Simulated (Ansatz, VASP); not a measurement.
## SnPt: VASP beside Ansatz

Aim: how closely do two programs agree when they are given the same cell, functional and k mesh? The cell is generated by rule, not measured, and may not be a known phase. Of the first pair: The cell is taken from a series of runs on this material, whose earlier steps may have relaxed, scaled, displaced or heated it; both programs get it as it stands.

Calculated with Ansatz 0.2.0; plane waves, with VASP 6.6.1 beside it; zone-centre phonons at LDA and relaxation of cell and atoms at LDA.

The structure was built from a prototype and need not be the compound's stable phase.

## Step 1: Starting point

The structure is cubic, space group F-43m (No. 216). The conventional cell has a = 5.907 Å, b = 5.907 Å, c = 5.907 Å, α = 90.00°, β = 90.00°, γ = 90.00°. Nearest to Pt lie 4 Sn at 2.56 Å. Sn has 4 Pt at 2.56 Å nearest. Farther neighbours are not listed.

## Step 2: Ansatz: zone-centre phonons, LDA

Ansatz runs on its default PAW (the set named soft_2) files.

Second derivatives magnify differences that forces hide, and they need a tight electronic threshold.

Contents of input.yaml:

```yaml
crystal:
  lattice:
    - [0.0, 2.9533293504, 2.9533293504]
    - [2.9533293504, 0.0, 2.9533293504]
    - [2.9533293504, 2.9533293504, 0.0]
  atoms:
    - { symbol: Pt, position: [0.0, 0.0, 0.0] }
    - { symbol: Sn, position: [0.25, 0.25, 0.25] }
kpoints:
  mp_grid: { grid: [12, 12, 12] }
hamiltonian:
  xc: lda
scf:
  occupations: { method: methfessel_paxton, width: 0.15 }
output:
  eigenvalues: true
phonons:
  method: dfpt
```

Run with:

```sh
$ ansatz run input.yaml --threads 4 --pin off --max-ram 7168MiB --backend cpu --events-out ev --progress --plain --runs-dir out
```

Numbers of over 12 decimals in the logs are rounded to 6 here.

The log of the run:

```text
zone centre: on kpoints.mp_grid the ground state, and the responses unless they are solved on pairs of k-points, stand on 163 of the mesh's 1728 k-points, reduced under 8 symmetry operations, with k and −k counted as one. Each operation leaves every solved displacement unchanged or reverses it
Engine: ansatz 0.2.0, aarch64-unknown-linux-gnu
Pseudopotentials: kind: paw
Pseudopotential: Pt, paw, valence charge 18, recommended cutoff 420 eV (normal), Pt.paw.azcp
Pseudopotential: Sn, paw, valence charge 14, recommended cutoff 420 eV (normal), Sn.paw.azcp
Functional definition: SPW92
  exchange = slater_x
  correlation = pw_c
Crystal: 2 atoms, lattice volume = 51.519 Å³
Basis set: ecut = 420 eV, 965 PW (Γ), exchange–correlation on 60×60×60 points (8 copies of the dense FFT grid, shifted against one another)
Bands: 20, of which v1, the nominal top of the filled ones, is band 16 counted from 1 (15 counted from 0)
Symmetry: 24 space group operations
k-points: 163 of 1728 (irreducible under 8 space group operations, time reversal used)
Non-local potential: Pt, projectors of the file, l = 0: 3, l = 1: 2, l = 2: 2, l = 3: 1
Non-local potential: Sn, projectors of the file, l = 0: 2, l = 1: 2, l = 2: 2, l = 3: 2
PAW form: soft (Blöchl's): semilocal exchange-correlation on the pseudo side does not see the compensation charge
PAW frozen core: Pt, regenerated for the run's functional, and the local potential with it (the file was generated under x = pbe(κ = 0.804, μ = 0.219515), c = pbe(β = 0.066725))
PAW frozen core: Sn, regenerated for the run's functional, and the local potential with it (the file was generated under x = pbe(κ = 0.804, μ = 0.219515), c = pbe(β = 0.066725))
PAW one-centre angular grid: Pt, 590 points (default); XC on 64 Gauss nodes
PAW one-centre angular grid: Sn, 590 points (default); XC on 64 Gauss nodes
Initial density: superposition of atomic densities (neutral atoms: chi_scale 0, normalization atom), corrected by the library's trained network
Initial wavefunctions: pseudopotential atomic-orbital guess
Functional: x = slater, c = lda
SCF iter   1: F=—  HF=-18124.568578 eV  |F-HF|=—  |Δ(HF+E_count)|=         —  Δρ=5.76e-3  dr2=9.60e-3  ethr=1.77e-3  ⟨swp⟩=5.6  Hψ=15142  notcnv=0
preconditioner: auto → Kerker (q_TF=auto, 2.520 Å⁻¹)  [metal: Δε(μ)=0.056 eV  Ē_g=15.407 eV  σ=0.150 eV  W_gap=0.30  n_scr=14 (ndim 8)  ℏωp=25.3 eV  f_vac=0.040  D(μ)=0.90/eV (n_scr^D=0)]
SCF iter   2: F=—  HF=-18124.565276 eV  |F-HF|=—  |Δ(HF+E_count)|=   3.30e-3  S|Δr|=    0.00e0  Δρ=2.57e-3  dr2=1.34e-3  ethr=3.00e-5  ⟨swp⟩=2.0  Hψ=5845  notcnv=0
SCF iter   3: F=—  HF=-18124.564897 eV  |F-HF|=—  |Δ(HF+E_count)|=   3.79e-4  S|Δr|=    0.00e0  Δρ=6.66e-4  dr2=1.36e-4  ethr=4.19e-6  ⟨swp⟩=2.0  Hψ=4100  notcnv=0
SCF iter   4: F=—  HF=-18124.564873 eV  |F-HF|=—  |Δ(HF+E_count)|=   2.44e-5  S|Δr|=    0.00e0  Δρ=1.25e-4  dr2=9.28e-6  ethr=4.24e-7  ⟨swp⟩=2.5  Hψ=5334  notcnv=0
SCF iter   5: F=—  HF=-18124.564869 eV  |F-HF|=—  |Δ(HF+E_count)|=   3.53e-6  S|Δr|=    0.00e0  Δρ=4.89e-5  dr2=1.74e-6  ethr=2.90e-8  ⟨swp⟩=2.5  Hψ=5148  notcnv=0
SCF iter   6: F=—  HF=-18124.564869 eV  |F-HF|=—  |Δ(HF+E_count)|=   1.80e-9  S|Δr|=    0.00e0  Δρ=1.43e-5  dr2=1.82e-7  ethr=5.42e-9  ⟨swp⟩=2.2  Hψ=5003  notcnv=0
SCF iter   7: F=—  HF=-18124.564869 eV  |F-HF|=—  |Δ(HF+E_count)|=   2.35e-8  S|Δr|=    0.00e0  Δρ=4.21e-6  dr2=1.50e-8  ethr=5.68e-10  ⟨swp⟩=2.1  Hψ=4342  notcnv=0
SCF iter   8: F=—  HF=-18124.564869 eV  |F-HF|=—  |Δ(HF+E_count)|=  7.71e-10  S|Δr|=    0.00e0  Δρ=1.14e-6  dr2=1.16e-9  ethr=4.69e-11  ⟨swp⟩=2.1  Hψ=5362  notcnv=0
SCF iter   9: F=—  HF=-18124.564869 eV  |F-HF|=—  |Δ(HF+E_count)|=  1.93e-10  S|Δr|=    0.00e0  Δρ=2.67e-7  dr2=5.25e-11  ethr=3.64e-12  ⟨swp⟩=2.0  Hψ=3856  notcnv=0
SCF iter  10: F=-18124.564869 eV  HF=-18124.564869 eV  |F-HF|=0.00e0  |Δ(HF+E_count)|=  1.09e-11  S|Δr|=    0.00e0  Δρ=9.19e-8  dr2=6.70e-12  ethr=1.00e-12  ⟨swp⟩=6.7  Hψ=14305  notcnv=0
SCF 1 converged in 10 iterations: F = -18124.564869 eV  dr2 = 6.70e-12
  greatest PAW one-centre occupation: 1.000 electrons in one spin orbital (limit 2), on the Pt atom at site 0 (counted from 0), in its partial waves of l = 0
DFPT response loops at Γ: preconditioner auto → Kerker (q_TF=auto, 2.520 Å⁻¹) (partly filled bands, converged f_vac=0.032); β = 1.00, the filter's whole step (`scf.mixing.beta` (0.50) is not read by the response loops under this deck's `scf.mixing.preconditioner`; to damp them name `kerker` or `kerker_dos`, under which they read `scf.mixing.beta`, and type it under 1.00, their step now; both keys bind the ground state too); Broyden in place of MSR1
SCF converged after 10 iterations
Stability not checked: this state was not tested for a lower state beside it, because cold or Methfessel-Paxton smearing, or corrected tetrahedra, fill the levels in a way that the test cannot read (fill_not_monotonic; see scf.lower_state_search)
Free energy (F): -18124.564869 eV
Harris-Foulkes:  -18124.564869 eV  (|F-HF|=0.00e0)
Internal energy: -18124.565042 eV  (E = F + TS)
E sigma→0 (E₀):  -18124.564912 eV
Entropy (-TS):   0.000173 eV (0.086 meV/atom)
Fermi energy:    11.028806 eV
--- Per-component energies (eV) ---
  E_band       = -421.842139
  E_kinetic    = 829.840200
  E_local      = -3469.228509  (includes V_loc(G=0)·N_el)
  E_nonlocal   = 180.786653
  E_hartree    = 1546.738477
  E_xc         = -638.946271
  E_vxc        = -400.853875  (∫ρ·V_xc dr)
  E_paw        = -13175.888027  (= ΣΔE_a)
  E_vpaw       = -655.863699  (= ΣTr[D̂ρ^β])
  E_aug_tail   = 0.000157  (compensation charges beyond the density's cutoff)
  E_ewald      = -3398.756491
  E_core_change = 0.888768  (= ΣΔE_core)
  E_smearing   = 0.000173  (= −TS)
  E_closure    = -0.000000  (closes the sum)
  Σ components = -18124.564869   (vs F -18124.564869, Δ=0.00e0)
--- Band table (eV; the first three rows and the last of 163) ---
  k-point 0: bands = [... 12 lower, 7.0044, 8.3134, 8.3134, 16.2667, 16.9221, 16.9221, 16.9221, 18.0081]
  k-point 1: bands = [... 12 lower, 7.0299, 8.3034, 8.3034, 15.2945, 16.5359, 16.5359, 16.7379, 18.3825]
  k-point 2: bands = [... 12 lower, 7.0961, 8.2843, 8.2843, 13.5565, 15.8882, 15.8882, 16.6388, 18.9511]
  k-point 162: bands = [... 12 lower, 7.7869, 8.3237, 8.6314, 9.7830, 10.1387, 11.5359, 19.2947, 19.5984]
--- Phonons (Γ-DFPT): 2 representative perturbations + reference, on 163 of 1728 k-points (Σ response iterations 6) ---
  k mesh reduced under 8 symmetry operations, with k and −k counted as one. Each operation leaves every solved displacement unchanged or reverses it
  ASR residual: 8.732e-5 → 0.000e0 eV/Å²; symmetrization residual: 4.547e-5 eV/Å²
  ASR residual per site (eV/Å²): 8.73e-5 2.24e-5
  Γ frequencies (cm⁻¹): 0.00 0.00 0.00 191.17 191.17 191.17
  non-analytic LO–TO correction: not included (Born effective charges unavailable; polar crystals: no LO–TO splitting at Γ)
```

The column dr2 measures how far the density is from self-consistency, as an energy; F and HF (Harris–Foulkes) agree once it is small.

## Step 3: VASP: zone-centre phonons, LDA

The same cell, functional (in two slightly different forms), mesh and smearing now go to VASP, with its own data sets.

Lines of VASP's logs that name or quote its potential files are left out, and so is its time.

Contents of INCAR:

```
SYSTEM = SnPt
PREC = Accurate
ENCUT = 500
EDIFF = 1E-08
NELM = 120
ISMEAR = 1
SIGMA = 0.15
LREAL = .FALSE.
ALGO = Normal
GGA = PW92
NBANDS = 18
LASPH = .TRUE.
LORBIT = 11
LWAVE = .FALSE.
LCHARG = .FALSE.
ISIF = 2
IBRION = 8
GGA_COMPAT = .FALSE.
KPAR = 2
```

Contents of POSCAR:

```
SnPt
1.0
    0.0000000000      2.9533293504      2.9533293504
    2.9533293504      0.0000000000      2.9533293504
    2.9533293504      2.9533293504      0.0000000000
Pt Sn
1 1
Direct
    0.0000000000      0.0000000000      0.0000000000
    0.2500000000      0.2500000000      0.2500000000
```

Contents of KPOINTS:

```
Automatic mesh
0
Gamma
12 12 12
0 0 0
```

The projector-augmented-wave data sets are Pt and Sn_d (LDA family, release 64).

Run with:

```sh
$ mpirun -np 2 vasp_std
```

The log of the run:

```text
[banner, memory and clock lines left out]
running    2 mpi-ranks, on    1 nodes
 distrk:  each k-point on    1 cores,    2 groups
 distr:  one band on    1 cores,    1 groups

 POSCAR found type information on POSCAR PtSn
 POSCAR found :  2 types and       2 ions
|                                                                             |
|               ----> ADVICE to this user running VASP <----                  |
|                                                                             |
|     You enforced a specific xc type in the INCAR file but a different       |
|     [... a line on the potential file left out ...]
|     I HOPE YOU KNOW WHAT YOU ARE DOING!                                     |
|                                                                             |

 LDA part: xc-table for (Slater(with rela. corr.)+PW92), standard interpolation
 POSCAR, INCAR and KPOINTS ok, starting setup
 FFT: planning ... GRIDC
 FFT: planning ... GRID_SOFT
 FFT: planning ... GRID
 WAVECAR not read
 entering main loop
       N       E                     dE             d eps       ncg     rms          rms(c)
DAV:   1     0.183378224233E+03    0.18338E+03   -0.11856E+04  2666   0.174E+03
DAV:   2     0.420443383691E+01   -0.17917E+03   -0.17275E+03  2722   0.425E+02
DAV:   3    -0.118467765902E+02   -0.16051E+02   -0.15912E+02  2976   0.111E+02
DAV:   4    -0.122599039023E+02   -0.41313E+00   -0.41280E+00  2972   0.181E+01
DAV:   5    -0.122722093094E+02   -0.12305E-01   -0.12305E-01  3240   0.320E+00    0.605E+00
DAV:   6    -0.120912346537E+02    0.18097E+00   -0.76901E-01  2788   0.569E+00    0.264E+00
DAV:   7    -0.120464752035E+02    0.44759E-01   -0.78803E-02  3366   0.299E+00    0.168E+00
DAV:   8    -0.120296279270E+02    0.16847E-01   -0.27112E-02  3316   0.142E+00    0.135E-01
DAV:   9    -0.120294497892E+02    0.17814E-03   -0.12328E-03  3352   0.487E-01    0.827E-02
DAV:  10    -0.120294293059E+02    0.20483E-04   -0.10992E-04  3370   0.122E-01    0.239E-02
DAV:  11    -0.120294303656E+02   -0.10597E-05   -0.58055E-06  2802   0.175E-02    0.410E-03
DAV:  12    -0.120294304882E+02   -0.12257E-06   -0.44862E-07  3098   0.750E-03    0.177E-03
DAV:  13    -0.120294304898E+02   -0.16121E-08   -0.41127E-08  2974   0.176E-03
   1 F= -.12029430E+02 E0= -.12029520E+02  d E =0.268673E-03
 Linear response reoptimize wavefunctions to high precision
DAV:   1    -0.120294304897E+02    0.86857E-10   -0.25443E-09  2604   0.724E-04
DAV:   2    -0.120294304897E+02   -0.14097E-10   -0.11535E-10  1404   0.962E-05
 Linear response DOF=           2
 Linear response progress:
  Degree of freedom:   1/  2
       N       E                     dE             d eps       ncg     rms          rms(c)
RMM:   1    -0.257677071768E+00   -0.25768E+00   -0.22822E-01 19782   0.292E+00
RMM:   2    -0.258605785219E+00   -0.92871E-03   -0.70867E-03 17784   0.575E-01    0.143E-01
RMM:   3    -0.258726713738E+00   -0.12093E-03   -0.23866E-04 19592   0.134E-01    0.837E-02
RMM:   4    -0.259139415278E+00   -0.41270E-03   -0.26042E-04 19732   0.986E-02    0.115E-02
RMM:   5    -0.259115161026E+00    0.24254E-04   -0.53091E-06 20104   0.202E-02    0.944E-03
RMM:   6    -0.259029392455E+00    0.85769E-04   -0.57592E-06 19850   0.119E-02    0.212E-03
RMM:   7    -0.259024398306E+00    0.49941E-05   -0.15937E-07 19978   0.271E-03    0.587E-04
RMM:   8    -0.259020183605E+00    0.42147E-05   -0.66049E-08 20915   0.116E-03    0.971E-05
RMM:   9    -0.259019613449E+00    0.57016E-06   -0.18068E-08 21165   0.190E-04    0.435E-05
RMM:  10    -0.259019308160E+00    0.30529E-06   -0.40974E-09 21073   0.749E-05    0.130E-05
RMM:  11    -0.259019406140E+00   -0.97980E-07   -0.11242E-11 21278   0.269E-05    0.610E-06
RMM:  12    -0.259019476485E+00   -0.70344E-07   -0.24066E-09 21233   0.192E-05    0.131E-06
RMM:  13    -0.259019469022E+00    0.74631E-08   -0.23450E-09 17300   0.118E-05    0.637E-07
 first order change of Fermi-energy   0.20139E-03
 force on displaced ion       1 direction 1 : -10.072   0.000   0.000
 Linear response progress:
  Degree of freedom:   2/  2
       N       E                     dE             d eps       ncg     rms          rms(c)
RMM:   1    -0.212717227034E+00   -0.21272E+00    0.11368E+00 11522   0.165E+01
RMM:   2    -0.219829580986E+00   -0.71124E-02   -0.16026E-02 18504   0.103E+00    0.114E-01
RMM:   3    -0.219971027565E+00   -0.14145E-03   -0.11870E-03 19266   0.257E-01    0.591E-02
RMM:   4    -0.219923946751E+00    0.47081E-04   -0.73181E-05 20525   0.780E-02    0.207E-02
RMM:   5    -0.219916596706E+00    0.73500E-05    0.23027E-06 20360   0.235E-02    0.496E-03
RMM:   6    -0.219914031966E+00    0.25647E-05    0.53862E-06 20936   0.780E-03    0.160E-03
RMM:   7    -0.219914851574E+00   -0.81961E-06    0.28870E-06 20722   0.240E-03    0.856E-04
RMM:   8    -0.219914875086E+00   -0.23511E-07    0.12866E-06 20633   0.875E-04    0.545E-05
RMM:   9    -0.219914841692E+00    0.33393E-07    0.66886E-07 21671   0.345E-04    0.415E-05
RMM:  10    -0.219914753574E+00    0.88118E-07    0.33543E-07 21388   0.149E-04    0.150E-05
RMM:  11    -0.219914717925E+00    0.35649E-07    0.17997E-07 21921   0.721E-05    0.798E-06
RMM:  12    -0.219914725043E+00   -0.71181E-08    0.75857E-08 22124   0.374E-05    0.445E-06
 first order change of Fermi-energy  -0.89588E-04
 force on displaced ion       2 direction 1 : -10.102   0.000   0.000
 Linear response finished
```

From OUTCAR (step 3):

```text
ion  position               nearest neighbor table
   1  0.000  0.000  0.000-   2 2.56   2 2.56   2 2.56   2 2.56
   2  0.250  0.250  0.250-   1 2.56   1 2.56   1 2.56   1 2.56

  LATTYP: Found a face centered cubic cell.
 ALAT       =     5.9066587008

 Subroutine GETGRP returns: Found 24 space group operations
 (whereof 24 operations were pure point group operations)

The static configuration has the point symmetry T_d .

 Found     72 irreducible k-points:

   k-points           NKPTS =     72   k-points in BZ     NKDIM =     72   number of bands    NBANDS=     18

   dimension x,y,z NGX =    30 NGY =   30 NGZ =   30
   dimension x,y,z NGXF=    60 NGYF=   60 NGZF=   60

   ENCUT  =  500.0 eV  36.75 Ry    6.06 a.u.   7.61  7.61  7.61*2*pi/ulx,y,z

   NELECT =      24.0000    total number of electrons

 k-points in reciprocal lattice and weights: Automatic mesh
   0.00000000  0.00000000  0.00000000       0.001
   0.08333333  0.00000000  0.00000000       0.005
   0.16666667  0.00000000  0.00000000       0.005
   0.25000000  0.00000000  0.00000000       0.005
   0.33333333  0.00000000  0.00000000       0.005
   0.41666667  0.00000000  0.00000000       0.005
   0.50000000  0.00000000  0.00000000       0.002
   0.08333333  0.08333333  0.00000000       0.003
   0.16666667  0.08333333  0.00000000       0.014
[...]
-0.33333333  0.50000000  0.16666667       0.007
  -0.25000000  0.50000000  0.25000000       0.003

 average (electrostatic) potential at core
       1 -67.7211       2-100.2939

  Total        0.0826163      0.0826163      0.0826163      0.0000000     -0.0000000      0.0000000
  in kB        2.5692771      2.5692771      2.5692771      0.0000000     -0.0000000      0.0000000
  external PRESSURE =       2.5692771 kB  Pullay stress =       0.0000000 kB

  energy-cutoff  :      500.00
  volume of cell :       51.52
      direct lattice vectors                 reciprocal lattice vectors
     0.000000000  2.953329350  2.953329350    -0.169300454  0.169300454  0.169300454
     2.953329350  0.000000000  2.953329350     0.169300454 -0.169300454  0.169300454
     2.953329350  2.953329350  0.000000000     0.169300454  0.169300454 -0.169300454

 POSITION                                       TOTAL-FORCE (eV/Angst)
 -----------------------------------------------------------------------------------
      0.00000      0.00000      0.00000        -0.000000     -0.000000     -0.000000
      1.47666      1.47666      1.47666         0.000000      0.000000      0.000000
 -----------------------------------------------------------------------------------
    total drift:                               -0.000001     -0.000001     -0.000001

 Eigenvectors and eigenvalues of the dynamical matrix
 ----------------------------------------------------

   1 f  =    5.780663 THz    36.320978 2PiTHz  192.822169 cm-1    23.906891 meV
             X         Y         Z           dx          dy          dz
      0.000000  0.000000  0.000000     0.000000    0.614514    0.000000
      1.476665  1.476665  1.476665     0.000000   -0.788906    0.000000

   2 f  =    5.780663 THz    36.320978 2PiTHz  192.822169 cm-1    23.906891 meV
             X         Y         Z           dx          dy          dz
      0.000000  0.000000  0.000000    -0.614514    0.000000    0.000000
      1.476665  1.476665  1.476665     0.788906    0.000000    0.000000

   3 f  =    5.780663 THz    36.320978 2PiTHz  192.822169 cm-1    23.906891 meV
             X         Y         Z           dx          dy          dz
      0.000000  0.000000  0.000000     0.000000    0.000000   -0.614514
      1.476665  1.476665  1.476665     0.000000    0.000000    0.788906

   4 f/i=    0.004067 THz     0.025557 2PiTHz    0.135676 cm-1     0.016822 meV
             X         Y         Z           dx          dy          dz
      0.000000  0.000000  0.000000     0.788906    0.000000    0.000000
      1.476665  1.476665  1.476665     0.614514    0.000000    0.000000

   5 f/i=    0.004067 THz     0.025557 2PiTHz    0.135676 cm-1     0.016822 meV
             X         Y         Z           dx          dy          dz
      0.000000  0.000000  0.000000     0.000000   -0.788906    0.000000
      1.476665  1.476665  1.476665     0.000000   -0.614514    0.000000

   6 f/i=    0.004067 THz     0.025557 2PiTHz    0.135676 cm-1     0.016822 meV
             X         Y         Z           dx          dy          dz
      0.000000  0.000000  0.000000     0.000000    0.000000    0.788906
      1.476665  1.476665  1.476665     0.000000    0.000000    0.614514

 ELASTIC MODULI CONTR FROM IONIC RELAXATION (kBar)
 Direction    XX          YY          ZZ          XY          YZ          ZX
 --------------------------------------------------------------------------------
 XX          -0.0000      0.0000      0.0000      0.0000      0.0000      0.0000
 YY           0.0000     -0.0000      0.0000      0.0000      0.0000      0.0000
 ZZ           0.0000      0.0000     -0.0000      0.0000      0.0000      0.0000
 XY           0.0000      0.0000      0.0000   -663.2071      0.0000      0.0000
 YZ           0.0000      0.0000      0.0000      0.0000   -663.2071      0.0000
 ZX           0.0000      0.0000      0.0000      0.0000      0.0000   -663.2071
 --------------------------------------------------------------------------------
```

## Step 4: Comparison

Known differences besides the potentials themselves: the data sets hold 32 valence electrons in Ansatz (on its default PAW (the set named soft_2) files) and 24 in VASP; the cutoff is 420 eV in Ansatz and 500 eV in VASP; VASP's log shows a relativistic correction to its local exchange, Ansatz's none. Total energies have different zeros and are not compared.

Compared:

| quantity | Ansatz | VASP | difference |
| --- | --- | --- | --- |
| optical mode 1 to 3 (cm⁻¹) | 191.2 | 192.8 | -0.86 % |

Modes are paired by rising frequency, not by their patterns, so a pair may set unlike modes beside each other; they are those without the splitting of longitudinal modes.

[end of part 1 of 2]

[Lines on the potential files, build, host, timing and source positions are cut from VASP's logs without a mark.]

[Logs are printed without paths, hosts, clocks, repeated set-up lines and the standing remarks that a program may print on its own settings, such as how far it seeks lower states.]

[Hosts, paths, dates, database ids (printed as entryN), source tags and the programs' standing remarks are cut or masked in the printed files.]
